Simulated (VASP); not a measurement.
## Ca2ZrN2: relaxation of cell and atoms with PBE

Crystal: Ca2ZrN2.

```xyz
10
Lattice="6.7490 -0.0985 -0.0901 -1.7299 2.9455 0.0049 -0.1191 -0.0537 8.8753" Properties=species:S:1:pos:R:3 pbc="T T T"
Ca   -0.1148    2.1250    2.6705
Ca    3.4741    1.7640    2.5326
Ca    1.5758    0.9411    6.2065
Ca    5.0365    0.8383    6.1364
Zr    6.5197   -0.1163    8.7544
Zr    3.3455    0.0443    0.0268
N     1.6383    0.9348    1.1793
N     5.1155    0.9113    1.1300
N    -0.0499    1.7797    7.5341
N     3.3618    2.0025    7.5592
```

The cell was built by a generator and needn't be a form met in nature.

| Property | Result |
| --- | --- |
| Program | VASP 6.6.1 |
| Task | relaxation of cell and atoms |
| Functional | PBE |
| Potentials or basis | VASP PAW PBE potentials, release 64 (Ca_sv, Zr_sv, N) |
| Cutoff | 520 eV |
| k mesh | 8 × 8 × 3 |
| Occupations | gaussian, width 0.15 eV |
| Spin | no spin polarisation |
| Further INCAR settings | PREC = Normal; LREAL = Auto; ALGO = Fast; EDIFF = 1e-05; ISYM = 0; IBRION = 2; EDIFFG = -0.03; NSW = 110; ISIF = 3 |

The relaxed volume is 17.47 Å³/atom, the relaxed cell is a = 6.730 Å, b = 3.369 Å, c = 8.900 Å, α = 90.23°, β = 90.12°, γ = 120.02° and the space group after relaxing (to 0.05 Å) is P-1 (No. 2). The energy gained by relaxing is 88.1 meV/atom and the ionic steps are 13. The pressure after relaxing is 0.1 GPa. The largest force after relaxing is 0.025 eV/Å. The band gap on the k mesh is none (metal or under the smearing width).

Forces in eV/Å, atoms in the order of the input:
```
Ca   0.014 -0.004  0.021
Ca  -0.010 -0.010  0.017
Ca   0.014  0.018  0.007
Ca   0.016 -0.012 -0.013
Zr   0.000  0.006 -0.024
Zr  -0.011 -0.003 -0.007
N    0.000 -0.010  0.001
N   -0.001  0.016 -0.001
N   -0.011  0.016  0.007
N   -0.010 -0.016 -0.008
```

Stress tensor (GPa, compression positive):
```
 0.06 -0.01 -0.01
-0.01  0.07  0.02
-0.01  0.02  0.15
```

Step by step:
```
step  energy change (eV)  largest force (eV/Å)  pressure (GPa)  volume (Å³)
   1              0.0000                2.4219            3.50       174.88
   2             -0.5411                0.8399           -4.75       184.66
   3             -0.5510                0.8963           -3.86       183.28
   4             -0.7877                0.4808            0.58       175.10
   5             -0.7886                0.4687            0.90       174.59
   6             -0.8447                0.3374            0.19       175.24
   7             -0.8543                0.3585           -0.21       175.67
   8             -0.8711                0.1502           -0.05       175.22
   9             -0.8723                0.1986            0.02       175.04
  10             -0.8787                0.0901           -0.02       174.95
  11             -0.8798                0.0883           -0.04       174.89
  12             -0.8813                0.0336            0.07       174.74
  13             -0.8814                0.0254            0.09       174.71
```

Final structure:
```cif
data_structure
_symmetry_space_group_name_H-M 'P 1'
_symmetry_Int_Tables_number 1
_cell_length_a 6.7304
_cell_length_b 3.3685
_cell_length_c 8.9003
_cell_angle_alpha 90.227
_cell_angle_beta 90.122
_cell_angle_gamma 120.022
_cell_volume 174.71
loop_
_atom_site_label
_atom_site_type_symbol
_atom_site_fract_x
_atom_site_fract_y
_atom_site_fract_z
_atom_site_occupancy
Ca1 Ca 0.17538 0.68140 0.30102 1
Ca2 Ca 0.67568 0.68057 0.30114 1
Ca3 Ca 0.33735 0.33559 0.69488 1
Ca4 Ca 0.83764 0.33831 0.69526 1
Zr1 Zr 0.00659 0.00878 0.99828 1
Zr2 Zr 0.50667 0.00809 0.99814 1
N1 N 0.34097 0.34508 0.13859 1
N2 N 0.84079 0.34353 0.13867 1
N3 N 0.17251 0.67226 0.85760 1
N4 N 0.67276 0.67421 0.85779 1
```

Levels at points of the mesh, in eV from the Fermi level:
| k point | band 40 | band 41 | band 42 | band 43 | band 44 | band 45 |
| --- | --- | --- | --- | --- | --- | --- |
| (0.00, 0.00, 0.00) | -1.91 | -1.90 | -0.76 | 0.30 | 1.09 | 1.30 |
| (0.50, 0.00, 0.00) | -2.40 | -1.31 | -1.30 | 0.05 | 0.06 | 1.62 |
| (0.00, 0.50, 0.00) | -2.36 | -0.75 | -0.75 | 0.31 | 0.33 | 1.04 |
| (0.50, 0.50, 0.00) | -2.72 | -0.10 | -0.09 | 0.71 | 0.72 | 1.25 |

Run time: 10 min on 4 MPI ranks on Intel(R) Xeon(R) 6975P-C (Granite Rapids) (shared host), peak memory 0.58 GiB a rank.
